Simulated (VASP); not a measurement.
Here is the system:

```xyz
2
Lattice="0.0000 3.2566 3.2566 3.2566 0.0000 3.2566 3.2566 3.2566 0.0000" Properties=species:S:1:pos:R:3 pbc="T T T"
Na     0.0000     0.0000     0.0000
I      3.2566     3.2566     3.2566
```

Method: PBE GGA, VASP's PBE PAW potentials (set 64) (plane waves; VASP). Settings: 530 eV cut-off, 6×6×6 Γ-centred mesh, Gaussian smearing of 0.050 eV, potentials Na_pv I.

**Question.** Give the elastic stiffness tensor with the ions relaxed (GPa, in the frame of the cell).

**Answer.** 
|  | xx | yy | zz | yz | xz | xy |
|---|---|---|---|---|---|---|
| xx | 31.0 | 8.1 | 8.1 | 0.0 | 0.0 | 0.0 |
| yy | 8.1 | 31.0 | 8.1 | 0.0 | 0.0 | 0.0 |
| zz | 8.1 | 8.1 | 31.0 | 0.0 | 0.0 | 0.0 |
| yz | 0.0 | 0.0 | 0.0 | 7.1 | 0.0 | 0.0 |
| xz | 0.0 | 0.0 | 0.0 | 0.0 | 7.1 | 0.0 |
| xy | 0.0 | 0.0 | 0.0 | 0.0 | 0.0 | 7.1 |

**Question.** Predict the Hill bulk modulus, Hill shear modulus, Young's modulus, Poisson's ratio.

**Answer.** 
```yaml
hill_bulk_modulus: 157 kbar
hill_shear_modulus: 8.6 GPa
Young's modulus: 21.8 GPa
Poisson's ratio: 0.269
```

The compound is NaI in the rock salt structure. It was relaxed first.
